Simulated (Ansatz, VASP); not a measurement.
## One calculation of TePd, two programs

Contents of INCAR:

```
PREC = Accurate ; ENCUT = 520
EDIFF = 1E-6 ; ISMEAR = 0
SIGMA = 0.05 ; LREAL = False
LASPH = True ; NELM = 150
ALGO = Normal ; ISIF = 2
LWAVE = False ; LCHARG = True
ISPIN = 2 ; MAGMOM = 0 0 0 0
LORBIT = 11 ; LMAXMIX = 4
LDAU = True ; LDAUTYPE = 2
LDAUL = -1 2 ; LDAUU = 0 1
LDAUJ = 0 0 ; LDAUPRINT = 1
LELF = True ; LVHAR = True
NBANDS = 28
```

KPOINTS

```
Automatic mesh
0
Gamma
  5 5 4
```

The input POSCAR:

```
TePd
1.0
    4.1520974300      0.0000000000      0.0000000000
   -2.0760487100      3.5958218500      0.0000000000
    0.0000000000      0.0000000000      5.6718989000
Te Pd
2 2
Direct
    0.3333333333      0.6666666667      0.2500000000
    0.6666666667      0.3333333333      0.7500000000
    0.0000000000      0.0000000000      0.0000000000
    0.0000000000      0.0000000000      0.5000000000
```

Input for Ansatz:

```yaml
crystal:
  lattice:
    - [4.15209743, 0.0, 0.0]
    - [-2.07604871, 3.59582185, 0.0]
    - [0.0, 0.0, 5.6718989]
  atoms:
    - { symbol: Te, position: [0.3333333333, 0.6666666667, 0.25] }
    - { symbol: Te, position: [0.6666666667, 0.3333333333, 0.75] }
    - { symbol: Pd, position: [0.0, 0.0, 0.0], spin: 2.0 }
    - { symbol: Pd, position: [0.0, 0.0, 0.5], spin: -2.0 }
basis:
  ecutwfc: 420
  ecutrho_ratio: 4
kpoints:
  mp_grid: { grid: [5, 5, 4] }
hamiltonian:
  xc: lda
  hubbard:
    sites:
      - { site: 2, l: d, u_eff: 1.0, starting_ns: [{ spin: up, occupation_matrix: s2up }, { spin: down, occupation_matrix: s2down }] }
      - { site: 3, l: d, u_eff: 1.0, starting_ns: [{ spin: up, occupation_matrix: s3up }, { spin: down, occupation_matrix: s3down }] }
    occupation_matrices:
      s2up:
        matrix:
          - [0.97, 0.0, 0.0, 0.0, 0.0]
          - [0.0, 0.97, 0.0, 0.0, 0.0]
          - [0.0, 0.0, 0.97, 0.0, 0.0]
          - [0.0, 0.0, 0.0, 0.97, 0.0]
          - [0.0, 0.0, 0.0, 0.0, 0.97]
      s2down:
        matrix:
          - [0.97, 0.0, 0.0, 0.0, 0.0]
          - [0.0, 0.43399, 0.0, 0.0, -0.47106]
          - [0.0, 0.0, 0.43532, -0.47124, 0.0]
          - [0.0, 0.0, -0.47124, 0.55468, 0.0]
          - [0.0, -0.47106, 0.0, 0.0, 0.55601]
      s3up:
        matrix:
          - [0.97, 0.0, 0.0, 0.0, 0.0]
          - [0.0, 0.43399, 0.0, 0.0, 0.47106]
          - [0.0, 0.0, 0.43532, 0.47124, 0.0]
          - [0.0, 0.0, 0.47124, 0.55468, 0.0]
          - [0.0, 0.47106, 0.0, 0.0, 0.55601]
      s3down:
        matrix:
          - [0.97, 0.0, 0.0, 0.0, 0.0]
          - [0.0, 0.97, 0.0, 0.0, 0.0]
          - [0.0, 0.0, 0.97, 0.0, 0.0]
          - [0.0, 0.0, 0.0, 0.97, 0.0]
          - [0.0, 0.0, 0.0, 0.0, 0.97]
    ns_hold: { iters: 8 }
scf:
  occupations: { method: gaussian, width: 0.05 }
  lower_state_search: "off"
  max_iter: 150
output:
  forces: true
  stress: true
  eigenvalues: true
  populations: true
  hubbard: { sites: [{ site: 2, l: d }, { site: 3, l: d }] }
  write_density: true
  write_potential: true
  elf: true
  volumetric_format: npy
magnetization:
  spin_polarized: true
```

Alike in both runs: task single point; functional LDA; k mesh 5 × 5 × 4; occupations gaussian, width 0.05 eV; collinear spin; Hubbard terms Pd d U = 1.0 eV.

|  | VASP | Ansatz |
| --- | --- | --- |
| version | VASP 6.6.1 | Ansatz 0.2.0 |
| potentials or method | VASP PAW LDA potentials, release 64 (Te, Pd) | scalar-relativistic, plane waves, PAW |
| plane-wave cutoff (eV) | 520 | 420 |
| valence electrons in the cell | 32 | 68 |

Ansatz gave:

| Quantity | Value |
| --- | --- |
| gap on the k mesh at the Fermi level (eV) | none |
| pressure (GPa) | -3.9 |
| largest component of the traceless stress (GPa) | 0.88 |
| net moment per atom (μB) | 0.00 |

Task: What did VASP give for the same quantities?

Result: gap on the k mesh at the Fermi level (eV): none; pressure (GPa): -4.6; largest component of the traceless stress (GPa): 0.65; net moment per atom (μB): 0.00.

The programs project onto different local orbitals, so the same U acts differently. A gap of «none» marks a metal or a gap that the smearing closes. The two sets of potentials don't hold the same shells in valence. Ansatz warned: «filled_band_counts_differ_across_k_points».

Caveats: the U is typed as a test and isn't derived for this compound. The state reached can hang on the start; a lower one may exist. Spin-orbit coupling is left out, which matters for the levels of Te.
